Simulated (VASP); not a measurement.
Set up this calculation in VASP 6.6.1, as the native input.

```yaml
Task: single point
Functional: PBE
Potentials_or_basis: VASP PAW PBE potentials, release 64 (Hf_pv, Mn_pv, Mg)
Cutoff: 520 eV
k_mesh: 6 × 5 × 5
Occupations: fermi-dirac, width 0.05 eV
Spin: collinear spin, ferromagnetic start
Starting_moments: "[0.0, 4.0, 0.0, 0.0, 0.0, 0.0, 0.0, 0.0] μB"
Further_INCAR_settings: ALGO = Normal; EDIFF = 1e-07; NBANDS = 32
```

The structure of HfMg6Mn lies in POSCAR:

```
HfMg6Mn
1.0
    4.9082140000      0.0000000000      0.0000000000
    0.0000000000      3.0855680000      5.5593470000
    0.0000000000     -3.0855680000      5.5593470000
Hf Mn Mg
1 1 6
Direct
    0.5024900000      0.6827470000      0.6940600000
    0.0099110000      0.7986590000      0.8233450000
    0.4949060000      0.1674110000      0.1642500000
    0.5018550000      0.1605030000      0.6784860000
    0.5027060000      0.6914040000      0.1625220000
   -0.0045760000      0.3276360000      0.3226380000
    0.0074070000      0.3397440000      0.8323890000
    0.0048610000      0.8315660000      0.3336180000
```

The cell comes from a database or a generator and needn't be the stable form of this composition.

The cell isn't the ideal one: atoms moved at random, drawn with an rms of 0.05 Å.

These files were run (other wordings do the same):

INCAR

```
SYSTEM = HfMg6Mn
PREC     = Accurate       ! precision mode
ENCUT    = 520            ! plane-wave cutoff, eV
EDIFF    = 1E-7           ! SCF threshold, eV
ISMEAR   = -1             ! smearing method
SIGMA    = 0.05           ! smearing width, eV
LREAL    = .FALSE.        ! projectors in reciprocal space
LASPH    = .TRUE.         ! aspherical terms in the spheres
NELM     = 150            ! most SCF steps
ALGO     = Normal         ! electronic algorithm
ISIF     = 2              ! what is computed and relaxed
LWAVE    = .FALSE.        ! write WAVECAR
LCHARG   = .FALSE.        ! write CHGCAR
ISPIN    = 2              ! spin polarisation
MAGMOM   = 0 4 0 0 0 0 0 0 ! initial moments
LORBIT   = 11             ! projections on sites
LMAXMIX  = 4              ! l up to which the mixer works
GGA      = PE             ! functional
NBANDS   = 32             ! bands
```

KPOINTS

```
Automatic mesh
0
G
  6 5 5
  0 0 0
```

Potentials or basis: VASP PAW PBE potentials, release 64 (Hf_pv, Mn_pv, Mg).

The run is started by

```console
$ cat potpaw_PBE.64/Hf_pv/POTCAR potpaw_PBE.64/Mn_pv/POTCAR potpaw_PBE.64/Mg/POTCAR > POTCAR
$ mpirun -np 1 vasp_std > vasp.out
```

It gave:

```json
{"Pressure": "0.3 GPa", "Largest force": "0.414 eV/Å", "Band gap on the k mesh": "none (metal or under the smearing width)", "Net moment": "2.83 μB per cell", "Site moments": "Hf -0.36; Mn +3.36; Mg +0.01, -0.01 μB", "Valence electrons inside the program's atomic spheres": "Hf 8.18; Mn 11.47; Mg 0.39, 0.37, 0.38, 0.34"}
```

Run time: 20 min on 1 thread of Intel(R) Xeon(R) Platinum 8259CL CPU @ 2.50GHz (Skylake/Cascade Lake), on a shared host, peak memory 0.82 GiB.
